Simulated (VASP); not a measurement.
Input:

```
BaTe
1.0
    0.00000     3.54447     3.54447
    3.54447     0.00000     3.54447
    3.54447     3.54447     0.00000
Ba Te
1 1
Direct
  0.00000   0.00000   0.00000
  0.50000   0.50000   0.50000
```

Method: PBE GGA, VASP's PBE PAW potentials (set 64) (plane waves; VASP 6.6.1). Numerical set-up: 520 eV cut-off, Gaussian smearing of 0.050 eV, potentials Ba_sv Te.

Unless said otherwise, spin-orbit coupling is left out, though it shifts the bands of the heavy elements here.

Task: What does the run give for the band gap (along the path) with the smallest direct gap where there is one?

Result: 
The band gap (along the path) comes out as 1.60 eV and the smallest direct gap (along the path) is 1.98 eV.

Total energies compare only between runs with the same potentials, cut-off and functional.

The compound is BaTe in the rock salt structure. It was relaxed first.
